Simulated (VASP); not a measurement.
A VASP calculation is set up with these files.

KPOINTS:
```
Automatic mesh
0
Gamma
9 9 2
0 0 0
```

POSCAR:
```
WS2
1
    1.5778433075    -2.7329047530     0.0000000000
    1.5778433075     2.7329047530    -0.0000000000
   -0.0000000000     0.0000000000    12.2145833121
W S
2 4
Direct
  0.3333330000   0.6666670000   0.2500000000
  0.6666670000   0.3333330000   0.7500000000
  0.3333330000   0.6666670000   0.8788887314
  0.6666670000   0.3333330000   0.3788887314
  0.6666670000   0.3333330000   0.1211112686
  0.3333330000   0.6666670000   0.6211112686
```

INCAR:
```
LWAVE = .FALSE.
IVDW = 13
LASPH = .TRUE.   ! aspherical one-centre terms
LMAXMIX = 6   ! l cut-off of mixed one-centre charges
ISMEAR = -5
ENCUT = 520   ! plane-wave cut-off (eV)
LCHARG = .TRUE.
SYSTEM = WS2
GGA = PE   ! PBE
NELM = 100
NEDOS = 601
LREAL = .FALSE.
ALGO = Normal   ! blocked Davidson
PREC = Accurate
LEFG = .TRUE.
ISIF = 2
LORBIT = 11   ! lm-projected
EDIFF = 1E-7   ! SCF stop (eV)
```

POTCAR, in this order: W_sv S (PBE.64 set). Program: vasp_std.

Q: Write an equivalent input for Ansatz.

A: One equivalent input (not run):
Ansatz 0.2 input:
```yaml
crystal:
  lattice:
    - [1.5778433, -2.7329048, 0.0000000]
    - [1.5778433, 2.7329048, 0.0000000]
    - [0.0000000, 0.0000000, 12.2145833]
  atoms:
    - { symbol: W, position: [0.3333330, 0.6666670, 0.2500000] }
    - { symbol: W, position: [0.6666670, 0.3333330, 0.7500000] }
    - { symbol: S, position: [0.3333330, 0.6666670, 0.8788887] }
    - { symbol: S, position: [0.6666670, 0.3333330, 0.3788887] }
    - { symbol: S, position: [0.6666670, 0.3333330, 0.1211113] }
    - { symbol: S, position: [0.3333330, 0.6666670, 0.6211113] }
kpoints:
  mp_grid: { grid: [9, 9, 2] }
hamiltonian:
  xc: pbe
  dispersion: d4
  pseudopotentials: { kind: paw }
scf:
  occupations: { method: tetrahedron }
  max_iter: 100
output: { forces: true, stress: true, eigenvalues: true }
```
Limits of the translation: each code has its own PAW files, so the cut-off isn't converted (ENCUT is set for VASP's; basis.ecutwfc is left out, and Ansatz then takes the one that its files recommend); Ansatz stops its SCF on the density residual and VASP on the energy change (EDIFF); the field gradients of LEFG aren't asked of the other code.

The compound is WS2 in the 2H layered structure. It was relaxed first.
